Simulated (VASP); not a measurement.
AgCl:

```
Ag Cl
1.0
     0.00000    2.77318    2.77318
     2.77318    0.00000    2.77318
     2.77318    2.77318    0.00000
Ag Cl
1 1
Direct
  0.00000 0.00000 0.00000
  0.50000 0.50000 0.50000
```

The cell was built by a generator and needn't be a form met in nature.

Base run:

| Item | Value |
| --- | --- |
| Program | VASP 6.6.1 |
| Functional | r2SCAN |
| Potentials or basis | VASP PAW PBE potentials, release 64 (Ag, Cl) |
| Cutoff | 520 eV |
| k mesh | 6 × 6 × 6 |
| Occupations | gaussian, width 0.01 eV |
| Spin | no spin polarisation |

Its results: band gap on the k mesh 1.42 eV, indirect (least direct gap 3.80 eV); pressure -0.1 GPa.

The run is repeated on the same cell with these changes: functional from r2SCAN to HSE06; k mesh from 6 × 6 × 6 to 4 × 4 × 4. What comes out?

Band gap on the k mesh 2.40 eV, indirect (least direct gap 4.63 eV); pressure 1.3 GPa.

Several settings changed at once, so the effect can't be laid on one alone.

Caveats: some runs use coarse meshes; the PAW data sets were made with another functional, which shifts forces and pressure a little.

A k mesh can miss the band edges.

Not every run made on this cell is shown here.
